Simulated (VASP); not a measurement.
VASP ran on this input.

File POSCAR:
```
Li2Se
1
    0.0000000000     3.0600000000     3.0600000000
    3.0600000000     0.0000000000     3.0600000000
    3.0600000000     3.0600000000     0.0000000000
Li Se
2 1
Direct
  0.2500000000   0.2500000000   0.2500000000
  0.7500000000   0.7500000000   0.7500000000
  0.0000000000   0.0000000000   0.0000000000
```

### INCAR
```
SYSTEM = Li2Se
PREC = Accurate
ENCUT = 520
EDIFF = 1E-6
NELM = 100
ALGO = Normal
LREAL = .FALSE.
LASPH = .TRUE.
ISMEAR = 0
SIGMA = 0.05
GGA = PE
LMAXMIX = 4
LWAVE = .FALSE.
LCHARG = .FALSE.
ISIF = 2
```

### KPOINTS
```
Automatic mesh
0
Gamma
5 5 5
0 0 0
```

POTCAR, in this order: Li_sv Se (PBE.64 set). Program: vasp_gam.

The run wrote:

### standard output
```
 POSCAR found type information on POSCAR LiSe
 POSCAR found :  2 types and       3 ions
 Reading from existing POTCAR
 Reading from existing POTCAR
 LDA part: xc-table for (Slater+PW92), standard interpolation

 -----------------------------------------------------------------------------
|                                                                             |
|     EEEEEEE  RRRRRR   RRRRRR   OOOOOOO  RRRRRR      ###     ###     ###     |
|     E        R     R  R     R  O     O  R     R     ###     ###     ###     |
|     E        R     R  R     R  O     O  R     R     ###     ###     ###     |
|     EEEEE    RRRRRR   RRRRRR   O     O  RRRRRR       #       #       #      |
|     E        R   R    R   R    O     O  R   R                               |
|     E        R    R   R    R   O     O  R    R      ###     ###     ###     |
|     EEEEEEE  R     R  R     R  OOOOOOO  R     R     ###     ###     ###     |
|                                                                             |
|     You are using the Gamma-point-only version with more than one           |
|     k-point or some other non-Gamma k-point.                                |
|                                                                             |
|       ---->  I REFUSE TO CONTINUE WITH THIS SICK JOB ... BYE!!! <----       |
|                                                                             |
 -----------------------------------------------------------------------------
```

**Question.** Read the log: what went wrong, and how is it fixed?

**Answer.** The cause: the Γ-only program was given a k-mesh. VASP stops with an error: You are using the Gamma-point-only version with more than one k-point or some other non-Gamma k-point. ----> I REFUSE TO CONTINUE WITH THIS SICK JOB ... BYE!!! <---- To mend it, run vasp_std.

The mended run (PBE GGA, plane waves, VASP's PBE PAW potentials (set 64)) converges, and its OSZICAR ends with
```
   1 F= -.11114743E+02 E0= -.11114743E+02  d E =-.297793E-14
```

The compound is Li2Se in the antifluorite structure. The cell was not relaxed at this level.
